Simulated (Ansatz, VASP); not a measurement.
## Cross-check of Sn between VASP and Ansatz

Aim: how closely do two programs agree when they are given the same cell, functional and k mesh? The cell is taken from a series of runs on this material, whose earlier steps may have relaxed, scaled, displaced or heated it; both programs get it as it stands.

Program: Ansatz 0.2.0. Level of theory: plane waves, with VASP 6.6.1 beside it; zone-centre phonons at LDA. Results are calculated unless marked as measured.

### 1. The structure

The structure is tetragonal, space group I4_1/amd (No. 141). Conventional cell: a = 4.626 Å, b = 4.626 Å, c = 6.279 Å, α = 90.00°, β = 90.00°, γ = 90.00°. Nearest to Sn lie 4 Sn at 2.80 Å.

### 2. Ansatz: zone-centre phonons, LDA

Ansatz runs on its PAW soft_1 files.

Second derivatives magnify differences that forces hide, and they need a tight electronic threshold.

input.yaml reads:

```yaml
crystal:
  lattice:
    - [0.0, 3.2712840847, 3.1396278891]
    - [3.2712840847, 0.0, 3.1396278891]
    - [3.2712840847, 3.2712840847, 0.0]
  atoms:
    - { symbol: Sn, position: [0.5, 0.5, 0.5] }
    - { symbol: Sn, position: [0.75, 0.75, 0.75] }
kpoints:
  mp_grid: { grid: [12, 12, 12] }
hamiltonian:
  xc: lda
  pseudopotentials: { kind: paw, azcp: { folder: soft_1 }, xc_functional: pbe }
scf:
  occupations: { method: methfessel_paxton, width: 0.2 }
output:
  eigenvalues: true
phonons:
  method: dfpt
```

The run is started by

```console
ansatz run input.yaml --threads 4 --pin off --max-ram 10240MiB --backend cpu --events-out ev --progress --plain --runs-dir out
```

Numbers of over 12 decimals in the logs are rounded to 6 here.

Log:

```text
zone centre: on kpoints.mp_grid the ground state, and the responses unless they are solved on pairs of k-points, stand on 280 of the mesh's 1728 k-points, reduced under 4 symmetry operations, with k and −k counted as one. Each operation leaves every solved displacement unchanged or reverses it
Engine: ansatz 0.2.0, aarch64-unknown-linux-gnu
Pseudopotentials: kind: paw
Pseudopotential: Sn, paw, valence charge 14, recommended cutoff 420 eV (normal), soft_1/Sn.paw.azcp
Functional definition: SPW92
  exchange = slater_x
  correlation = pw_c
Crystal: 2 atoms, lattice volume = 67.196 Å³
Basis set: ecut = 420 eV, 1323 PW (Γ), exchange–correlation on 64×64×64 points (8 copies of the dense FFT grid, shifted against one another)
Bands: 18, of which v1, the nominal top of the filled ones, is band 14 counted from 1 (13 counted from 0)
Symmetry: 16 space group operations
k-points: 280 of 1728 (irreducible under 4 space group operations, time reversal used)
Non-local potential: Sn, projectors of the file, l = 0: 2, l = 1: 2, l = 2: 2, l = 3: 1
PAW form: soft (Blöchl's): semilocal exchange-correlation on the pseudo side does not see the compensation charge
PAW frozen core: Sn, regenerated for the run's functional, and the local potential with it (the file was generated under x = pbe(κ = 0.804, μ = 0.219515), c = pbe(β = 0.066725))
PAW one-centre angular grid: Sn, 590 points (default); XC on 64 Gauss nodes
Initial density: superposition of atomic densities (chi_scale 0.1, normalization cell)
Initial wavefunctions: pseudopotential atomic-orbital guess
Functional: x = slater, c = lda
SCF iter   1: F=—  HF=-11759.273294 eV  |F-HF|=—  |Δ(HF+E_count)|=         —  Δρ=2.29e-2  dr2=3.93e-1  ethr=3.10e-3  ⟨swp⟩=5.7  Hψ=26180  notcnv=0
preconditioner: auto → Kerker (q_TF=auto, 2.358 Å⁻¹)  [metal: Δε(μ)=0.033 eV  Ē_g=19.995 eV  σ=0.200 eV  W_gap=0.14  n_scr=14 (ndim 8)  ℏωp=24.0 eV  f_vac=0.003  D(μ)=0.15/eV (n_scr^D=0)]
SCF iter   2: F=—  HF=-11759.195070 eV  |F-HF|=—  |Δ(HF+E_count)|=   7.82e-2  S|Δr|=    0.00e0  Δρ=1.45e-2  dr2=1.85e-1  ethr=1.40e-3  ⟨swp⟩=1.0  Hψ=7283  notcnv=0
SCF iter   3: F=—  HF=-11759.143666 eV  |F-HF|=—  |Δ(HF+E_count)|=   5.14e-2  S|Δr|=    0.00e0  Δρ=3.15e-3  dr2=1.77e-2  ethr=6.60e-4  ⟨swp⟩=1.4  Hψ=5469  notcnv=0
SCF iter   4: F=—  HF=-11759.141111 eV  |F-HF|=—  |Δ(HF+E_count)|=   2.55e-3  S|Δr|=    0.00e0  Δρ=1.58e-3  dr2=3.03e-3  ethr=6.30e-5  ⟨swp⟩=2.0  Hψ=6085  notcnv=0
SCF iter   5: F=—  HF=-11759.141252 eV  |F-HF|=—  |Δ(HF+E_count)|=   1.40e-4  S|Δr|=    0.00e0  Δρ=2.53e-4  dr2=4.90e-5  ethr=1.08e-5  ⟨swp⟩=2.0  Hψ=6161  notcnv=0
SCF iter   6: F=—  HF=-11759.141272 eV  |F-HF|=—  |Δ(HF+E_count)|=   1.99e-5  S|Δr|=    0.00e0  Δρ=5.01e-5  dr2=1.37e-6  ethr=1.75e-7  ⟨swp⟩=2.0  Hψ=6165  notcnv=0
SCF iter   7: F=—  HF=-11759.141274 eV  |F-HF|=—  |Δ(HF+E_count)|=   1.98e-6  S|Δr|=    0.00e0  Δρ=8.13e-6  dr2=3.10e-8  ethr=4.90e-9  ⟨swp⟩=3.0  Hψ=8911  notcnv=0
SCF iter   8: F=—  HF=-11759.141274 eV  |F-HF|=—  |Δ(HF+E_count)|=   5.95e-8  S|Δr|=    0.00e0  Δρ=1.41e-6  dr2=1.66e-9  ethr=1.11e-10  ⟨swp⟩=3.0  Hψ=9048  notcnv=0
SCF iter   9: F=—  HF=-11759.141274 eV  |F-HF|=—  |Δ(HF+E_count)|=   1.11e-9  S|Δr|=    0.00e0  Δρ=2.92e-7  dr2=4.29e-11  ethr=5.92e-12  ⟨swp⟩=2.3  Hψ=8863  notcnv=0
SCF iter  10: F=-11759.141274 eV  HF=-11759.141274 eV  |F-HF|=7.28e-12  |Δ(HF+E_count)|=  4.37e-11  S|Δr|=    0.00e0  Δρ=5.62e-8  dr2=1.52e-12  ethr=1.00e-12  ⟨swp⟩=6.1  Hψ=22654  notcnv=0
SCF 1 converged in 10 iterations: F = -11759.141274 eV  dr2 = 1.52e-12
  greatest PAW one-centre occupation: 0.992 electrons in one spin orbital (limit 2), on the Sn atom at site 1 (counted from 0), in its partial waves of l = 2
DFPT response loops at Γ: preconditioner auto → Kerker (q_TF=auto, 2.358 Å⁻¹) (partly filled bands, converged f_vac=0.081); β = 1.00, the filter's whole step (`scf.mixing.beta` (0.50) is not read by the response loops under this deck's `scf.mixing.preconditioner`; to damp them name `kerker` or `kerker_dos`, under which they read `scf.mixing.beta`, and type it under 1.00, their step now; both keys bind the ground state too); Broyden in place of MSR1
SCF converged after 10 iterations
Stability not checked: this state was not tested for a lower state beside it, because cold or Methfessel-Paxton smearing, or corrected tetrahedra, fill the levels in a way that the test cannot read (fill_not_monotonic; see scf.lower_state_search)
Free energy (F): -11759.141274 eV
Harris-Foulkes:  -11759.141274 eV  (|F-HF|=7.28e-12)
Internal energy: -11759.140921 eV  (E = F + TS)
E sigma→0 (E₀):  -11759.141185 eV
Entropy (-TS):   -0.000353 eV (-0.176 meV/atom)
Fermi energy:    7.746375 eV
--- Per-component energies (eV) ---
  E_band       = -249.530143
  E_kinetic    = 339.529878
  E_local      = -2607.759545  (includes V_loc(G=0)·N_el)
  E_nonlocal   = 299.061927
  E_hartree    = 1267.160041
  E_xc         = -250.193886
  E_vxc        = -162.548476  (∫ρ·V_xc dr)
  E_paw        = -8451.390150  (= ΣΔE_a)
  E_vpaw       = -652.134582  (= ΣTr[D̂ρ^β])
  E_aug_tail   = 0.000541  (compensation charges beyond the density's cutoff)
  E_ewald      = -2356.399510
  E_core_change = 0.849782  (= ΣΔE_core)
  E_smearing   = -0.000353  (= −TS)
  E_closure    = 0.000000  (closes the sum)
  Σ components = -11759.141274   (vs F -11759.141274, Δ=0.00e0)
--- Band table (eV; the first three rows and the last of 280) ---
  k-point 0: bands = [... 10 lower, -3.0122, 7.0129, 7.7632, 7.7632, 8.0268, 9.8114, 9.9811, 9.9811]
  k-point 1: bands = [... 10 lower, -2.9438, 6.1438, 7.6155, 7.7868, 8.2580, 10.0009, 10.1591, 10.2674]
  k-point 2: bands = [... 10 lower, -2.7413, 4.8797, 7.2971, 7.4980, 8.2545, 10.4347, 10.5252, 11.1212]
  k-point 279: bands = [... 10 lower, 0.2258, 0.2258, 5.1046, 5.1046, 8.3391, 8.3391, 15.5420, 15.5420]
--- Phonons (Γ-DFPT): 2 representative perturbations + reference, on 280 of 1728 k-points (Σ response iterations 6) ---
  k mesh reduced under 4 symmetry operations, with k and −k counted as one. Each operation leaves every solved displacement unchanged or reverses it
  ASR residual: 2.430e-5 → 0.000e0 eV/Å²; symmetrization residual: 2.033e-12 eV/Å²
  ASR residual per site (eV/Å²): 2.43e-5 2.43e-5
  Γ frequencies (cm⁻¹): 0.00 0.00 0.00 185.44 187.22 187.22
  non-analytic LO–TO correction: not included (Born effective charges unavailable; polar crystals: no LO–TO splitting at Γ)
```

### 3. VASP: zone-centre phonons, LDA

The same cell, functional (in two slightly different forms), mesh and smearing now go to VASP, with its own data sets.

Lines of VASP's logs that name or quote its potential files are left out, and so is its time.

INCAR reads:

```
SYSTEM = Sn
PREC = Accurate
ENCUT = 500
EDIFF = 1E-08
NELM = 120
ISMEAR = 1
SIGMA = 0.2
LREAL = .FALSE.
ALGO = Normal
GGA = CA
NBANDS = 20
LORBIT = 11
LWAVE = .FALSE.
LCHARG = .FALSE.
ISIF = 2
IBRION = 8
LASPH = .TRUE.
GGA_COMPAT = .FALSE.
KPAR = 2
```

POSCAR reads:

```
Sn
1.0
    0.0000000000      3.2712840847      3.1396278891
    3.2712840847      0.0000000000      3.1396278891
    3.2712840847      3.2712840847      0.0000000000
Sn
2
Direct
    0.5000000000      0.5000000000      0.5000000000
    0.7500000000      0.7500000000      0.7500000000
```

KPOINTS reads:

```
Automatic mesh
0
Gamma
12 12 12
0 0 0
```

PAW data sets: Sn_d (LDA family, release 64).

The run is started by

```console
mpirun -np 2 vasp_std
```

Log:

```text
[banner, memory and clock lines left out]
running    2 mpi-ranks, on    1 nodes
 distrk:  each k-point on    1 cores,    2 groups
 distr:  one band on    1 cores,    1 groups

 POSCAR found type information on POSCAR Sn
 POSCAR found :  1 types and       2 ions
 LDA part: xc-table for (Slater(with rela. corr.)+CA(PZ))
 , standard interpolation
 POSCAR, INCAR and KPOINTS ok, starting setup
 FFT: planning ... GRIDC
 FFT: planning ... GRID_SOFT
 FFT: planning ... GRID
 WAVECAR not read
 entering main loop
       N       E                     dE             d eps       ncg     rms          rms(c)
DAV:   1     0.222982595841E+03    0.22298E+03   -0.14790E+04  6576   0.201E+03
DAV:   2     0.151150474044E+02   -0.20787E+03   -0.20409E+03  6540   0.444E+02
DAV:   3    -0.826891132576E+01   -0.23384E+02   -0.23229E+02  7488   0.144E+02
DAV:   4    -0.903922511025E+01   -0.77031E+00   -0.76990E+00  7404   0.296E+01
DAV:   5    -0.906562865892E+01   -0.26404E-01   -0.26403E-01  8916   0.536E+00    0.338E+00
DAV:   6    -0.897701884052E+01    0.88610E-01   -0.43623E-02  8296   0.229E+00    0.190E+00
DAV:   7    -0.893348922585E+01    0.43530E-01   -0.63818E-02  6756   0.228E+00    0.147E-01
DAV:   8    -0.893408622243E+01   -0.59700E-03   -0.55759E-03  7580   0.842E-01    0.549E-02
DAV:   9    -0.893417200811E+01   -0.85786E-04   -0.18037E-04  8676   0.103E-01    0.146E-02
DAV:  10    -0.893417161990E+01    0.38820E-06   -0.14315E-05  8872   0.443E-02    0.418E-03
DAV:  11    -0.893417201295E+01   -0.39305E-06   -0.11217E-06  7092   0.750E-03    0.163E-03
DAV:  12    -0.893417201063E+01    0.23188E-08   -0.52313E-08  7364   0.225E-03
   1 F= -.89341720E+01 E0= -.89340538E+01  d E =-.354533E-03
 Linear response reoptimize wavefunctions to high precision
DAV:   1    -0.893417201143E+01   -0.79581E-09   -0.57162E-09  6792   0.660E-04
DAV:   2    -0.893417201147E+01   -0.46839E-10   -0.32550E-10  4328   0.189E-04
 Linear response DOF=           2
 Linear response progress:
  Degree of freedom:   1/  2
       N       E                     dE             d eps       ncg     rms          rms(c)
RMM:   1    -0.216512837933E+00   -0.21651E+00    0.59512E-01 23902   0.102E+01
RMM:   2    -0.223377613211E+00   -0.68648E-02   -0.20417E-02 33359   0.120E+00    0.716E-02
RMM:   3    -0.223570645492E+00   -0.19303E-03   -0.16802E-03 35007   0.332E-01    0.333E-02
RMM:   4    -0.223497708144E+00    0.72937E-04   -0.12023E-04 35097   0.100E-01    0.110E-02
RMM:   5    -0.223498640913E+00   -0.93277E-06   -0.18828E-05 35779   0.329E-02    0.381E-03
RMM:   6    -0.223500338971E+00   -0.16981E-05   -0.15376E-06 35052   0.981E-03    0.173E-03
RMM:   8    -0.223497712761E+00    0.22923E-05   -0.36479E-07 36101   0.134E-03    0.215E-04
RMM:   9    -0.223496430505E+00    0.12823E-05   -0.10022E-07 36121   0.551E-04    0.410E-05
RMM:  10    -0.223496713119E+00   -0.28261E-06   -0.20496E-07 37671   0.260E-04    0.347E-05
RMM:  11    -0.223496575279E+00    0.13784E-06   -0.85986E-08 36636   0.148E-04    0.932E-06
RMM:  12    -0.223496552371E+00    0.22908E-07    0.12501E-08 38823   0.982E-05    0.612E-06
RMM:  13    -0.223496526957E+00    0.25414E-07    0.18367E-08 37566   0.763E-05    0.171E-06
RMM:  14    -0.223496512144E+00    0.14813E-07    0.10590E-08 38500   0.657E-05    0.799E-07
RMM:  15    -0.223496498288E+00    0.13856E-07    0.27087E-09 35893   0.606E-05    0.614E-07
RMM:  16    -0.223496503713E+00   -0.54248E-08    0.65812E-10 29035   0.576E-05    0.463E-07
 first order change of Fermi-energy   0.13709E-04
 force on displaced ion       1 direction 1 :  -7.735   0.000   0.000
 Linear response progress:
  Degree of freedom:   2/  2
       N       E                     dE             d eps       ncg     rms          rms(c)
RMM:   1    -0.216164747403E+00   -0.21616E+00    0.64154E-01 14041   0.104E+01
RMM:   2    -0.223028747135E+00   -0.68640E-02   -0.20206E-02 19602   0.119E+00    0.695E-02
RMM:   3    -0.223208062494E+00   -0.17932E-03   -0.16724E-03 20575   0.330E-01    0.322E-02
RMM:   4    -0.223124680264E+00    0.83382E-04   -0.11908E-04 20580   0.995E-02    0.109E-02
RMM:   5    -0.223121929801E+00    0.27505E-05   -0.16287E-05 21034   0.328E-02    0.391E-03
RMM:   6    -0.223124735381E+00   -0.28056E-05   -0.13609E-06 20685   0.964E-03    0.176E-03
RMM:   7    -0.223124815568E+00   -0.80188E-07   -0.17301E-07 20630   0.348E-03    0.394E-04
RMM:   8    -0.223122597685E+00    0.22179E-05    0.19158E-08 21169   0.128E-03    0.260E-04
RMM:   9    -0.223121355796E+00    0.12419E-05    0.16542E-08 21214   0.513E-04    0.414E-05
RMM:  10    -0.223121619840E+00   -0.26404E-06    0.57825E-08 21925   0.230E-04    0.322E-05
RMM:  11    -0.223121526306E+00    0.93534E-07    0.16864E-08 21568   0.129E-04    0.647E-06
RMM:  12    -0.223121525492E+00    0.81428E-09    0.19367E-08 22873   0.847E-05    0.515E-06
 first order change of Fermi-energy   0.28601E-03
 force on displaced ion       1 direction 3 :  -0.000  -0.000  -7.610
 Linear response finished
```

From OUTCAR (step 3):

```text
ion  position               nearest neighbor table
   1  0.500  0.500  0.500-   2 2.80   2 2.80   2 2.80   2 2.80
   2  0.750  0.750  0.750-   1 2.80   1 2.80   1 2.80   1 2.80

  LATTYP: Found a body centered tetragonal cell.
 ALAT       =     4.6262943190
 C/A-ratio  =     1.3572970817

 Subroutine GETGRP returns: Found 16 space group operations
 (whereof  8 operations were pure point group operations)

The static configuration has the point symmetry D_2d.
 The point group associated with its full space group is D_4h.

 Found    163 irreducible k-points:

   k-points           NKPTS =    163   k-points in BZ     NKDIM =    163   number of bands    NBANDS=     20

   dimension x,y,z NGX =    36 NGY =   36 NGZ =   36
   dimension x,y,z NGXF=    72 NGYF=   72 NGZF=   72

   ENCUT  =  500.0 eV  36.75 Ry    6.06 a.u.   8.27  8.27  8.43*2*pi/ulx,y,z

   NELECT =      28.0000    total number of electrons

 k-points in reciprocal lattice and weights: Automatic mesh
   0.00000000  0.00000000  0.00000000       0.001
   0.08333333 -0.00000000  0.00000000       0.005
   0.16666667  0.00000000  0.00000000       0.005
   0.25000000  0.00000000  0.00000000       0.005
   0.33333333  0.00000000  0.00000000       0.005
   0.41666667 -0.00000000  0.00000000       0.005
   0.50000000  0.00000000  0.00000000       0.002
   0.08333333  0.08333333  0.00000000       0.001
   0.16666667  0.08333333  0.00000000       0.005
[...]
-0.33333333  0.16666667  0.50000000       0.002
  -0.25000000  0.25000000  0.50000000       0.001

 average (electrostatic) potential at core
       1-101.2374       2-101.2374

  Total        0.0039703      0.0039703      0.5162180      0.0000000     -0.0000000      0.0000000
  in kB        0.0946651      0.0946651     12.3083262      0.0000000     -0.0000000      0.0000000
  external PRESSURE =       4.1658855 kB  Pullay stress =       0.0000000 kB

  energy-cutoff  :      500.00
  volume of cell :       67.20
      direct lattice vectors                 reciprocal lattice vectors
     0.000000000  3.271284085  3.139627889    -0.152845179  0.152845179  0.159254542
     3.271284085  0.000000000  3.139627889     0.152845179 -0.152845179  0.159254542
     3.271284085  3.271284085  0.000000000     0.152845179  0.152845179 -0.159254542

 POSITION                                       TOTAL-FORCE (eV/Angst)
 -----------------------------------------------------------------------------------
      3.27128      3.27128      3.13963        -0.000000     -0.000000      0.000000
      4.90693      4.90693      4.70944         0.000000      0.000000     -0.000000
 -----------------------------------------------------------------------------------
    total drift:                                0.000000      0.000000      0.000000

 Eigenvectors and eigenvalues of the dynamical matrix
 ----------------------------------------------------

   1 f  =    5.643542 THz    35.459421 2PiTHz  188.248301 cm-1    23.339804 meV
             X         Y         Z           dx          dy          dz
      3.271284  3.271284  3.139628    -0.707107   -0.000000   -0.000000
      4.906926  4.906926  4.709442     0.707107    0.000000    0.000000

   2 f  =    5.643542 THz    35.459421 2PiTHz  188.248301 cm-1    23.339804 meV
             X         Y         Z           dx          dy          dz
      3.271284  3.271284  3.139628    -0.000000    0.707107    0.000000
      4.906926  4.906926  4.709442     0.000000   -0.707107   -0.000000

   3 f  =    5.597629 THz    35.170941 2PiTHz  186.716807 cm-1    23.149923 meV
             X         Y         Z           dx          dy          dz
      3.271284  3.271284  3.139628    -0.000000    0.000000   -0.707107
      4.906926  4.906926  4.709442     0.000000   -0.000000    0.707107

   4 f  =    0.000000 THz     0.000001 2PiTHz    0.000003 cm-1     0.000000 meV
             X         Y         Z           dx          dy          dz
      3.271284  3.271284  3.139628    -0.337252   -0.604654    0.143717
      4.906926  4.906926  4.709442    -0.337252   -0.604654    0.143717

   5 f/i=    0.000000 THz     0.000000 2PiTHz    0.000000 cm-1     0.000000 meV
             X         Y         Z           dx          dy          dz
      3.271284  3.271284  3.139628    -0.147431   -0.081012   -0.686805
      4.906926  4.906926  4.709442    -0.147431   -0.081012   -0.686805

   6 f/i=    0.000000 THz     0.000001 2PiTHz    0.000003 cm-1     0.000000 meV
             X         Y         Z           dx          dy          dz
      3.271284  3.271284  3.139628     0.603759   -0.357534   -0.087431
      4.906926  4.906926  4.709442     0.603759   -0.357534   -0.087431

 ELASTIC MODULI CONTR FROM IONIC RELAXATION (kBar)
 Direction    XX          YY          ZZ          XY          YZ          ZX
 --------------------------------------------------------------------------------
 XX           0.0000      0.0000      0.0000      0.0000      0.0000      0.0000
 YY           0.0000      0.0000      0.0000      0.0000      0.0000      0.0000
 ZZ           0.0000      0.0000      0.0000      0.0000      0.0000      0.0000
 XY           0.0000      0.0000      0.0000   -244.1080      0.0000      0.0000
 YZ           0.0000      0.0000      0.0000      0.0000   -247.4441      0.0000
 ZX           0.0000      0.0000      0.0000      0.0000      0.0000   -215.2358
 --------------------------------------------------------------------------------
```

### 4. Comparison

Known differences besides the potentials themselves: the two LDA forms differ slightly; the cutoff is 420 eV in Ansatz and 500 eV in VASP; VASP's log shows a relativistic correction to its local exchange, Ansatz's none. Total energies have different zeros and are not compared.

Compared:

```
                  quantity  Ansatz   VASP  difference
     optical mode 1 (cm⁻¹)   185.4  186.7     -0.68 %
optical mode 2 to 3 (cm⁻¹)   187.2  188.2     -0.55 %
```

Modes are paired by rising frequency, not by their patterns, so a pair may set unlike modes beside each other; they are those without the splitting of longitudinal modes.

### 5. Outcome

```
r.m.s. difference of the optical zone-centre modes, each program's sorted by frequency (zone-centre phonons, LDA) : 1.1 cm⁻¹
difference in optical mode 1 (zone-centre phonons, LDA)                                                           : -0.7 %
```

**Reading.** The r.m.s. difference of the optical zone-centre modes, each program's sorted by frequency is 1.1 cm⁻¹ (zone-centre phonons, LDA). Among the rows given in per cent, the largest difference of the zone-centre phonons, LDA pair is in optical mode 1, -0.7 %. How closely two codes agree says nothing of how well the functional describes the real material.

[Lines on the potential files, build, host, timing and source positions are cut from VASP's logs without a mark.]

[Logs are printed without paths, hosts, clocks, repeated set-up lines and the standing remarks that a program may print on its own settings, such as how far it seeks lower states.]

[Hosts, paths, dates, database ids (printed as entryN), source tags and the programs' standing remarks are cut or masked in the printed files.]
